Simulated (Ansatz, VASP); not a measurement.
# BiH3: VASP beside Ansatz, part 2 of 2

Wanted: the spread between two codes on one cell, functional and k mesh. The cell is generated by rule, not measured, and may not be a known phase. Of the first pair: The two relaxations start from unlike cells of this crystal (the structure described is Ansatz's start), so only their ends are compared.

VASP 6.6.1 and Ansatz 0.2.0.

So far: The structure; Ansatz: relaxation of cell and atoms, PBEsol, pair 1; VASP: relaxation of cell and atoms, PBEsol, pair 1; Comparison.

## Step 5: VASP: relaxation of cell and atoms, PBEsol, pair 2

Level of this step: PBEsol; plane waves and PAW (Bi_d, H); invented cell (VASP).

The relaxed volume is the usual yardstick between codes: in a stiff, nearly cubic crystal its relative difference is about their pressure difference at one cell divided by the bulk modulus. This pair takes another cell of the material, with 8 atoms against 4 for the pair before.

File INCAR:

```
SYSTEM = BiH3
PREC = Accurate
ENCUT = 500
EDIFF = 1E-07
NELM = 120
ISMEAR = 1
SIGMA = 0.2
LREAL = .FALSE.
ALGO = Normal
GGA = PS
NBANDS = 26
LORBIT = 11
LWAVE = .FALSE.
LCHARG = .FALSE.
ISIF = 3
IBRION = 2
NSW = 80
EDIFFG = -0.005
LASPH = .TRUE.
GGA_COMPAT = .FALSE.
NELMIN = 4
KPAR = 2
```

File POSCAR:

```
BiH3
1.0
    8.2957200000      0.0000000000      0.0000000000
    0.0000000000      4.1665440000      0.0000000000
    0.0000000000      0.0000000000      4.6065490000
Bi H
2 6
Direct
    0.7500000000      0.0000000000      0.0433000930
    0.2500000000      0.0000000000      0.9566999070
    0.7500000000      0.0000000000      0.6469761854
    0.2500000000      0.0000000000      0.3530238146
    0.2500000000      0.5000000000      0.9850732077
    0.7500000000      0.5000000000      0.0149267923
    0.5000000000      0.0000000000      0.0000000000
    0.0000000000      0.0000000000      0.0000000000
```

File KPOINTS:

```
Automatic mesh
0
Gamma
4 8 8
0 0 0
```

The projector-augmented-wave data sets are Bi_d and H (PBE family, release 64).

On the command line:

```
$ mpirun -np 2 vasp_std
```

Numbers of over 12 decimals in the logs are rounded to 6 here.

What it wrote:

```text
[banner, memory and clock lines left out]
running    2 mpi-ranks, on    1 nodes
[...]
[... a notice as in an earlier step ...]

 LDA part: xc-table for (Slater+PW92), standard interpolation
 POSCAR, INCAR and KPOINTS ok, starting setup
[...]
entering main loop
       N       E                     dE             d eps       ncg     rms          rms(c)
DAV:   1     0.303593979680E+03    0.30359E+03   -0.16778E+04  3900   0.126E+03
DAV:   2     0.344786418156E+01   -0.30015E+03   -0.29266E+03  4132   0.345E+02
DAV:   3    -0.248980833684E+02   -0.28346E+02   -0.28093E+02  4910   0.130E+02
DAV:   4    -0.258336121017E+02   -0.93553E+00   -0.93465E+00  4914   0.269E+01
[...]
DAV:  14    -0.247334301037E+02   -0.21714E-05   -0.25415E-06  4158   0.112E-02    0.636E-04
DAV:  15    -0.247334302822E+02   -0.17853E-06   -0.17168E-07  3888   0.200E-03    0.321E-04
DAV:  16    -0.247334303322E+02   -0.49964E-07   -0.55982E-08  3034   0.152E-03
   1 F= -.24733430E+02 E0= -.24733566E+02  d E =-.247334E+02
[... from here on, the cycles between the ionic steps are left out ...]
   2 F= -.24733569E+02 E0= -.24733701E+02  d E =-.138371E-03
   3 F= -.24733596E+02 E0= -.24733726E+02  d E =-.165326E-03
   4 F= -.24733690E+02 E0= -.24733829E+02  d E =-.943924E-04
   5 F= -.24733711E+02 E0= -.24733856E+02  d E =-.115389E-03
   6 F= -.24733797E+02 E0= -.24733950E+02  d E =-.856148E-04
   7 F= -.24733874E+02 E0= -.24734046E+02  d E =-.163138E-03
[...]
reached required accuracy - stopping structural energy minimisation
```

From OUTCAR (step 5):

```text
  Total        0.0164313      0.0148088      0.0029489      0.0000000      0.0000000     -0.0000000
  in kB        0.1667690      0.1503016      0.0299293      0.0000000      0.0000000     -0.0000000
  external PRESSURE =       0.1156666 kB  Pullay stress =       0.0000000 kB

 POSITION                                       TOTAL-FORCE (eV/Angst)
 -----------------------------------------------------------------------------------
      6.21280      0.00000      0.20515         0.000000      0.000000     -0.003271
      2.07093      0.00000      4.37480        -0.000000      0.000000      0.003271
      6.21280      0.00000      2.95915         0.000000      0.000000     -0.004578
      2.07093      0.00000      1.62080        -0.000000      0.000000      0.004578
      2.07093      2.08041      4.51246         0.000000      0.000000     -0.004290
      6.21280      2.08041      0.06749        -0.000000     -0.000000      0.004290
      4.14187      0.00000     -0.00000         0.000000      0.000000      0.000000
      0.00000      0.00000     -0.00000         0.000000      0.000000      0.000000
 -----------------------------------------------------------------------------------
    total drift:                                0.000000     -0.000000     -0.000000

  FREE ENERGIE OF THE ION-ELECTRON SYSTEM (eV)
  ---------------------------------------------------
  free  energy   TOTEN  =       -24.7338741861 eV

  energy  without entropy=      -24.7343883672  energy(sigma->0) =      -24.73404558

[... 1 part as in an earlier step ...]

[... 3 further parts left out ...]
[key lines of the parts left out:]
E-fermi :   1.4144
```

The run keeps the 8 symmetry operations of its start, so it cannot find a distortion of lower symmetry.

## Step 6: Ansatz: relaxation of cell and atoms, PBEsol, pair 2

The same cell, functional, mesh and smearing now go to Ansatz, which takes its cutoff from its data sets.

The cell is taken from a series of runs on this material, whose earlier steps may have relaxed, scaled, displaced or heated it; both programs get it as it stands.

File input.yaml:

```yaml
crystal:
  lattice:
    - [8.2957201545, 0.0, 0.0]
    - [0.0, 4.1665439271, 0.0]
    - [0.0, 0.0, 4.6065491593]
  atoms:
    - { symbol: Bi, position: [0.75, 0.0, 0.0433000297] }
    - { symbol: Bi, position: [0.25, 0.0, 0.9566999703] }
    - { symbol: H, position: [0.75, 0.0, 0.646976172] }
    - { symbol: H, position: [0.25, 0.0, 0.353023828] }
    - { symbol: H, position: [0.25, 0.5, 0.9850731582] }
    - { symbol: H, position: [0.75, 0.5, 0.0149268418] }
    - { symbol: H, position: [0.5, 0.0, 0.0] }
    - { symbol: H, position: [0.0, 0.0, 0.0] }
kpoints:
  mp_grid: { grid: [4, 8, 8] }
hamiltonian:
  xc: pbesol
scf:
  occupations: { method: methfessel_paxton, width: 0.2 }
output:
  forces: true
  stress: true
  eigenvalues: true
relax:
  adjacent_minimum: "off"
  f_tol: 0.001
  max_steps: 60
  cell: { stress_tol: 0.01 }
```

On the command line:

```
$ ansatz run input.yaml --threads 4 --pin off --max-ram 7168MiB --backend cpu --events-out ev --progress --plain --runs-dir out
```

What it wrote:

```text
[...]
Crystal: 8 atoms, lattice volume = 159.223 Å³
Basis set: ecut = 420 eV, 3089 PW (Γ), exchange–correlation on 120×60×64 points (8 copies of the dense FFT grid, shifted against one another)
Bands: 26, of which v1, the nominal top of the filled ones, is band 18 counted from 1 (17 counted from 0)
Symmetry: 8 space group operations
[...]
k-points: 75 of 256
[...]
- [0.0, 4.1665439271, 0.0]
    - [0.0, 0.0, 4.6065491593]
  atoms:
    - { symbol: Bi, position: [0.75, 0.0, 0.0433000297] }
    - { symbol: Bi, position: [0.25, 0.0, 0.9566999703] }
    - { symbol: H, position: [0.75, 0.0, 0.646976172] }
    - { symbol: H, position: [0.25, 0.0, 0.353024] }
    - { symbol: H, position: [0.25, 0.500000, 0.9850731582] }
    - { symbol: H, position: [0.75, 0.500000, 0.014927] }
    - { symbol: H, position: [0.5, 0.0, 0.0] }
    - { symbol: H, position: [0.0, 0.0, 0.0] }
[key lines of the parts left out:]
SCF converged after 6 iterations
Free energy (F): -24574.247142 eV
Fermi energy:    2.957033 eV
P = ⅓ Tr σ = 0.0010 GPa (0.010 kbar)
```

## Step 7: Differences

Compared:

| quantity | Ansatz | VASP | difference |
| --- | --- | --- | --- |
| volume (Å³) | 159.22 | 157.86 | +0.86 % |
| edge a after relaxation, in the typed setting (Å) | 8.296 | 8.284 | +0.14 % |
| edge b after relaxation, in the typed setting (Å) | 4.167 | 4.161 | +0.14 % |
| edge c after relaxation, in the typed setting (Å) | 4.606 | 4.580 | +0.58 % |

## Step 8: Results

```
difference in volume (relaxation of cell and atoms, PBEsol, pair 1) : 0.26 %
difference in volume (relaxation of cell and atoms, PBEsol, pair 2) : 0.86 %
```

**Reading.** The difference in volume is 0.86 % (relaxation of cell and atoms, PBEsol, pair 2), within the 1.2 % picked in this series as the mark of a large difference, as far as the stopping tolerances let one tell. 1 further run of this series is not shown here. Such differences can come from data sets, numerical settings and the points named under the comparisons, not from the functional's error against experiment.

[Lines on the potential files, build, host, timing and source positions are cut from VASP's logs without a mark.]

[Logs are printed without paths, hosts, clocks, repeated set-up lines and the standing remarks that a program may print on its own settings, such as how far it seeks lower states.]

[Hosts, paths, dates, database ids (printed as entryN), source tags and the programs' standing remarks are cut or masked in the printed files.]
